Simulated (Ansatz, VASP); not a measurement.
# Cr2O3 (Eskolaite) in two plane-wave programs, part 2 of 3

One calculation is typed for both programs; each brings its own data sets. How far apart do they land? The two relaxations start from unlike cells of this crystal (the structure described is Ansatz's start), so only their ends are compared.

VASP 6.6.1 and Ansatz 0.2.0.

So far: The starting structure; Ansatz: relaxation of cell and atoms, PBE, DFT+U, pair 1; VASP: relaxation of cell and atoms, PBE, DFT+U, pair 1.

## (3) VASP: relaxation of cell and atoms, PBE, DFT+U, pair 1 (continued)

Level of this step: PBE, DFT+U (Cr d 3.7 eV), spin-polarised from an antiferromagnetic start; plane waves and PAW (Cr_pv, O) (VASP).

Numbers of over 12 decimals in the logs are rounded to 6 here.

OUTCAR, selected parts (step 3):

```text
ion  position               nearest neighbor table
   1  0.348  0.348  0.348-   9 2.01   8 2.01  10 2.01   7 2.05   6 2.05   5 2.05   2 2.71   3 2.95
                             3 2.95   3 2.95
   2  0.152  0.152  0.152-  10 2.01   8 2.01   9 2.01   6 2.05   7 2.05   5 2.05   1 2.71   4 2.95
                             4 2.95   4 2.95
   3  0.652  0.652  0.652-   6 2.01   5 2.01   7 2.01  10 2.05   9 2.05   8 2.05   4 2.71   1 2.95
                             1 2.95   1 2.95
   4  0.848  0.848  0.848-   7 2.01   5 2.01   6 2.01   9 2.05  10 2.05   8 2.05   3 2.71   2 2.95
                             2 2.95   2 2.95
   5  0.554  0.946  0.250-   4 2.01   3 2.01   2 2.05   1 2.05
   6  0.250  0.554  0.946-   4 2.01   3 2.01   2 2.05   1 2.05
   7  0.946  0.250  0.554-   4 2.01   3 2.01   2 2.05   1 2.05
   8  0.446  0.054  0.750-   1 2.01   2 2.01   3 2.05   4 2.05
   9  0.750  0.446  0.054-   1 2.01   2 2.01   3 2.05   4 2.05
  10  0.054  0.750  0.446-   1 2.01   2 2.01   3 2.05   4 2.05

  LATTYP: Found a trigonal (rhomboedric) cell.
 ALAT       =     5.4608814058
 COS(alpha) =     0.5701163856

 Subroutine GETGRP returns: Found 12 space group operations
 (whereof  6 operations were pure point group operations)

The static configuration has the point symmetry S_6 .
 The point group associated with its full space group is D_3d.

 Found     32 irreducible k-points:

   k-points           NKPTS =     32   k-points in BZ     NKDIM =     32   number of bands    NBANDS=     57

   dimension x,y,z NGX =    48 NGY =   48 NGZ =   48
   dimension x,y,z NGXF=    96 NGYF=   96 NGZF=   96

   ENCUT  =  600.0 eV  44.10 Ry    6.64 a.u.  10.91 10.91 10.91*2*pi/ulx,y,z

   NELECT =      84.0000    total number of electrons

 k-points in reciprocal lattice and weights: Automatic mesh
   0.00000000  0.00000000  0.00000000       0.005
   0.16666667 -0.00000000 -0.00000000       0.028
   0.33333333 -0.00000000 -0.00000000       0.028
   0.50000000  0.00000000  0.00000000       0.014
   0.16666667  0.16666667 -0.00000000       0.028
   0.33333333  0.16666667 -0.00000000       0.056
   0.50000000  0.16666667  0.00000000       0.056
  -0.33333333  0.16666667  0.00000000       0.056
  -0.16666667  0.16666667  0.00000000       0.028
[...]
-0.33333333  0.50000000  0.33333333       0.028
   0.50000000  0.50000000  0.50000000       0.005

atom =   1  type =  1  l = 2

 onsite density matrix

spin component  1

  0.7252 -0.3010 -0.0000  0.0653 -0.0000
 -0.3010  0.5157 -0.0000 -0.0000  0.0653
 -0.0000 -0.0000  0.9457 -0.0000 -0.0000
  0.0653 -0.0000 -0.0000  0.5157  0.3010
 -0.0000  0.0653 -0.0000  0.3010  0.7252

spin component  2

  0.0977  0.0742  0.0000 -0.0136  0.0000
  0.0742  0.1509  0.0000  0.0000 -0.0136
  0.0000  0.0000  0.0554  0.0000 -0.0000
 -0.0136  0.0000  0.0000  0.1509 -0.0742
  0.0000 -0.0136 -0.0000 -0.0742  0.0977

 occupancies and eigenvectors

  o =  0.0443  v =  0.0000  0.0000  0.0000  0.0000  0.0000 -0.7528  0.4838 -0.0000 -0.3156 -0.3157      0.0000  0.0000  0.0000  0.0000  0.0000  0.0000  0.0000  0.0000  0.0000  0.0000
  o =  0.0443  v =  0.0000  0.0000  0.0000  0.0000  0.0000  0.3157 -0.3156 -0.0000 -0.4838 -0.7528      0.0000  0.0000  0.0000  0.0000  0.0000  0.0000  0.0000  0.0000  0.0000  0.0000
  o =  0.0554  v =  0.0000  0.0000  0.0000  0.0000  0.0000  0.0000 -0.0000  1.0000 -0.0000 -0.0000      0.0000  0.0000  0.0000  0.0000  0.0000  0.0000  0.0000  0.0000  0.0000  0.0000
  o =  0.2043  v =  0.0000  0.0000  0.0000  0.0000  0.0000 -0.5106 -0.7785 -0.0000 -0.2456  0.2700      0.0000  0.0000  0.0000  0.0000  0.0000  0.0000  0.0000  0.0000  0.0000  0.0000
  o =  0.2043  v =  0.0000  0.0000  0.0000  0.0000  0.0000  0.2700  0.2456 -0.0000 -0.7785  0.5106      0.0000  0.0000  0.0000  0.0000  0.0000  0.0000  0.0000  0.0000  0.0000  0.0000
[...]
o =  0.2951  v = -0.5067  0.7764  0.0000 -0.2412 -0.2867  0.0000  0.0000  0.0000  0.0000  0.0000      0.0000  0.0000  0.0000  0.0000  0.0000  0.0000  0.0000  0.0000  0.0000  0.0000
  o =  0.2951  v = -0.2867  0.2412  0.0000  0.7764  0.5067  0.0000  0.0000  0.0000  0.0000  0.0000      0.0000  0.0000  0.0000  0.0000  0.0000  0.0000  0.0000  0.0000  0.0000  0.0000
  o =  0.9457  v = -0.0000 -0.0000 -1.0000  0.0000 -0.0000  0.0000  0.0000  0.0000  0.0000  0.0000      0.0000  0.0000  0.0000  0.0000  0.0000  0.0000  0.0000  0.0000  0.0000  0.0000
  o =  0.9457  v =  0.7569  0.4846  0.0000  0.3228 -0.2969  0.0000  0.0000  0.0000  0.0000  0.0000      0.0000  0.0000  0.0000  0.0000  0.0000  0.0000  0.0000  0.0000  0.0000  0.0000
  o =  0.9457  v =  0.2969  0.3228 -0.0000 -0.4846  0.7569  0.0000  0.0000  0.0000  0.0000  0.0000      0.0000  0.0000  0.0000  0.0000  0.0000  0.0000  0.0000  0.0000  0.0000  0.0000

 average (electrostatic) potential at core
       1 -70.7148       2 -70.7148       3 -70.7148       4 -70.7148       5 -69.0329
       6 -69.0329       7 -69.0329       8 -69.0329       9 -69.0329      10 -69.0329

 E-fermi :   4.9866

 spin component 1
 k-point     1 :       0.0000    0.0000    0.0000
  band No.  band energies     occupation
    ...
     38       4.2485      1.00000
     39       4.4418      1.00000
     40       4.5552      1.00000
     41       4.5552      1.00000
     42       4.5823      1.00000
     43       8.1116      0.00000
     44       8.1116      0.00000
     45       9.4360      0.00000
     46       9.4360      0.00000
     47       9.5473      0.00000
    ...

 k-point     2 :       0.1667   -0.0000   -0.0000
  band No.  band energies     occupation
    ...
     38       4.1177      1.00000
     39       4.2099      1.00000
     40       4.4082      1.00000
     41       4.6503      1.00000
     42       4.8027      1.00000
     43       8.1156      0.00000
     44       8.2170      0.00000
     45       9.2976      0.00000
     46       9.3234      0.00000
     47       9.5027      0.00000
    ...

 k-point     3 :       0.3333   -0.0000   -0.0000
  band No.  band energies     occupation
    ...
     38       3.9730      1.00000
     39       4.2875      1.00000
     40       4.3853      1.00000
     41       4.6914      1.00000
     42       4.8513      1.00000
     43       8.2442      0.00000
     44       8.4837      0.00000
     45       9.0137      0.00000
     46       9.1370      0.00000
     47       9.5509      0.00000
    ...

 k-point     4 :       0.5000    0.0000    0.0000
  band No.  band energies     occupation
    ...
     38       3.8855      1.00000
     39       4.4180      1.00000
     40       4.4180      1.00000
     41       4.7541      1.00000
     42       4.7541      1.00000
     43       8.5564      0.00000
     44       8.5564      0.00000
     45       8.8909      0.00000
     46       8.8909      0.00000
     47       9.7061      0.00000
    ...

 k-point     5 :       0.1667    0.1667   -0.0000
  band No.  band energies     occupation
    ...
     38       4.2178      1.00000
     39       4.4562      1.00000
     40       4.4779      1.00000
     41       4.5740      1.00000
     42       4.7110      1.00000
     43       8.0561      0.00000
     44       8.2493      0.00000
     45       9.1243      0.00000
     46       9.3914      0.00000
     47       9.4994      0.00000
    ...

 k-point     6 :       0.3333    0.1667   -0.0000
  band No.  band energies     occupation
    ...
     38       4.0628      1.00000
     39       4.3487      1.00000
     40       4.4884      1.00000
     41       4.6346      1.00000
     42       4.7881      1.00000
     43       8.0987      0.00000
     44       8.4310      0.00000
     45       8.8328      0.00000
     46       9.3147      0.00000
     47       9.4739      0.00000
    ...

  Total       -0.0035447     -0.0035447      0.0140437      0.0000000     -0.0000000      0.0000000
  in kB       -0.0554761     -0.0554761      0.2197916      0.0000000     -0.0000000      0.0000000
  external PRESSURE =       0.0362798 kB  Pullay stress =       0.0000000 kB

  energy-cutoff  :      600.00
  volume of cell :      102.37
      direct lattice vectors                 reciprocal lattice vectors
     2.531330785  1.461464510  4.612050288     0.197524560  0.114040858  0.072274436
    -2.531330785  1.461464510  4.612050288    -0.197524560  0.114040858  0.072274436
     0.000000000 -2.922929021  4.612050288     0.000000000 -0.228081716  0.072274436

 POSITION                                       TOTAL-FORCE (eV/Angst)
 -----------------------------------------------------------------------------------
      0.00000     -0.00000      4.81623         0.000000     -0.000000      0.000361
      0.00000     -0.00000      2.10185         0.000000      0.000000     -0.000361
      0.00000     -0.00000      9.01993         0.000000      0.000000     -0.000361
      0.00000     -0.00000     11.73430         0.000000     -0.000000      0.000361
     -0.99368      1.46146      8.07109         0.002328      0.000000      0.000000
     -0.76883     -1.59128      8.07109        -0.001164      0.002016      0.000000
      1.76250      0.12982      8.07109        -0.001164     -0.002016     -0.000000
      0.99368     -1.46146      5.76506        -0.002328     -0.000000     -0.000000
      0.76883      1.59128      5.76506         0.001164     -0.002016     -0.000000
     -1.76250     -0.12982      5.76506         0.001164      0.002016      0.000000
 -----------------------------------------------------------------------------------
    total drift:                               -0.000001     -0.000000      0.000014

  FREE ENERGIE OF THE ION-ELECTRON SYSTEM (eV)
  ---------------------------------------------------
  free  energy   TOTEN  =       -79.2615401242 eV

  energy  without entropy=      -79.2615401242  energy(sigma->0) =      -79.26154012

 reached required accuracy - stopping structural energy minimisation

 total charge
# of ion       s       p       d       tot
------------------------------------------
    1        0.288   6.323   3.951  10.563
    2        0.288   6.323   3.951  10.563
    3        0.288   6.323   3.951  10.563
    4        0.288   6.323   3.951  10.563
    5        1.550   3.503   0.000   5.054
    6        1.550   3.503   0.000   5.054
    7        1.550   3.503   0.000   5.054
    8        1.550   3.503   0.000   5.054
    9        1.550   3.503   0.000   5.054
   10        1.550   3.503   0.000   5.054
--------------------------------------------------
tot         10.454  46.312  15.806  72.572

 magnetization (x)
# of ion       s       p       d       tot
------------------------------------------
    1        0.020   0.029   2.869   2.919
    2       -0.020  -0.029  -2.869  -2.919
    3       -0.020  -0.029  -2.869  -2.919
    4        0.020   0.029   2.869   2.919
    5        0.000   0.000   0.000   0.000
    6        0.000   0.000   0.000   0.000
    7        0.000   0.000   0.000   0.000
    8        0.000   0.000   0.000   0.000
    9        0.000   0.000   0.000   0.000
   10        0.000   0.000   0.000   0.000
--------------------------------------------------
tot          0.000   0.000   0.000   0.000

[... 1 further part left out ...]
```

CONTCAR:

```
Cr2O3
   1.00000000000000
     2.5313307853839766    1.4614645102462007    4.6120502880179162
    -2.5313307853839766    1.4614645102462007    4.6120502880179162
     0.0000000000000000   -2.9229290206923495    4.6120502880179108
  Cr              O
     4     6
Direct
     0.3480899865128928    0.3480899865128928    0.3480899865128928
     0.1519100137871126    0.1519100137871126    0.1519100137871126
     0.6519100137871126    0.6519100137871126    0.6519100137871126
     0.8480899865128928    0.8480899865128928    0.8480899865128928
     0.5537247065466429    0.9462752932533607    0.2499999998999982
     0.2499999998999982    0.5537247065466429    0.9462752932533607
     0.9462752932533607    0.2499999998999982    0.5537247065466429
     0.4462752932533607    0.0537247065466428    0.7499999998999982
     0.7499999998999982    0.4462752932533607    0.0537247065466428
     0.0537247065466428    0.7499999998999982    0.4462752932533607
```

## (4) Differences

Known differences besides the potentials themselves: VASP starts from the moments at which Ansatz ended; U acts on the PAW sphere in VASP and on atomic orbitals in Ansatz, so only states and trends compare; the data sets hold 92 valence electrons in Ansatz (on its default PAW (the set named soft_2) files) and 84 in VASP; the cutoff is 420 eV in Ansatz and 600 eV in VASP; site moments are counted in spheres of each program's own size. Total energies have different zeros and are not compared.

The two programs side by side:

```
                                         quantity  Ansatz    VASP  difference
                                      volume (Å³)  100.92  102.37     -1.42 %
edge a after relaxation, in the typed setting (Å)   5.431   5.460     -0.54 %
                               moment on Cr1 (μB)    2.46    2.92       -0.46
                               moment on Cr2 (μB)   -2.46   -2.92       +0.46
                               moment on Cr3 (μB)   -2.46   -2.92       +0.46
                               moment on Cr4 (μB)    2.46    2.92       -0.46
```

## (5) Ansatz: relaxation of cell and atoms, PBE, DFT+U, pair 2

The relaxed volume is the usual yardstick between codes: in a stiff, nearly cubic crystal its relative difference is about their pressure difference at one cell divided by the bulk modulus.

The two relaxations start from unlike cells of this crystal (the structure described is Ansatz's start), so only their ends are compared.

The input, input.yaml:

```yaml
crystal:
  lattice:
    - [2.520371398, 1.4551371051, 4.584808679]
    - [-2.520371398, 1.4551371051, 4.584808679]
    - [0.0, -2.9102742102, 4.584808679]
  atoms:
    - { symbol: Cr, position: [0.3482222149, 0.3482222149, 0.3482222149], spin: 2.71 }
    - { symbol: Cr, position: [0.1517777859, 0.1517777859, 0.1517777859], spin: -2.71 }
    - { symbol: Cr, position: [0.6517777859, 0.6517777859, 0.6517777859], spin: -2.71 }
    - { symbol: Cr, position: [0.8482222149, 0.8482222149, 0.8482222149], spin: 2.71 }
    - { symbol: O, position: [0.5532094826, 0.9467905202, 0.2499999964] }
    - { symbol: O, position: [0.2499999964, 0.5532094826, 0.9467905202] }
    - { symbol: O, position: [0.9467905202, 0.2499999964, 0.5532094826] }
    - { symbol: O, position: [0.4467905202, 0.0532094826, 0.7499999964] }
    - { symbol: O, position: [0.7499999964, 0.4467905202, 0.0532094826] }
    - { symbol: O, position: [0.0532094826, 0.7499999964, 0.4467905202] }
kpoints:
  mp_grid: { grid: [6, 6, 6] }
hamiltonian:
  xc: pbe
  hubbard:
    sites: [{ species: Cr, l: d, u_eff: 3.7 }]
    projectors: ortho-atomic
scf:
  occupations: { method: gaussian, width: 0.02 }
output:
  forces: true
  stress: true
  eigenvalues: true
  populations: true
magnetization:
  spin_polarized: true
relax:
  adjacent_minimum: "off"
  f_tol: 0.005
  max_steps: 80
  cell: { stress_tol: 0.05 }
```

Run with:

```sh
> ansatz run input.yaml --threads 16 --pin off --max-ram 61440MiB --backend cuda --events-out ev --progress --plain --runs-dir out --max-vram 78GiB
```

Log:

```text
[...]
GPU FFT provider: cuFFT
GPU libraries: cuBLAS 13.8.1, cuFFT 12.4.0, cuSOLVER 12.3.2
[...]
Basis set: ecut = 420 eV, 1935 PW (Γ), exchange–correlation on 80×80×80 points (8 copies of the dense FFT grid, shifted against one another)
[...]
k-points: 32 of 216 (time reversal used)
[...]
4      O      6.7940     0.0000
     5      O      6.7940     0.0000
     6      O      6.7940     0.0000
     7      O      6.7940     0.0000
     8      O      6.7940     0.0000
     9      O      6.7940     0.0000
  spilling = 0.005230 (of n_electrons = 92.000000)
```

(Continued in part 3 of 3.)

[Lines on the potential files, build, host, timing and source positions are cut from VASP's logs without a mark.]

[Logs are printed without paths, hosts, clocks, repeated set-up lines and the standing remarks that a program may print on its own settings, such as how far it seeks lower states.]

[Hosts, paths, dates, database ids (printed as entryN), source tags and the programs' standing remarks are cut or masked in the printed files.]
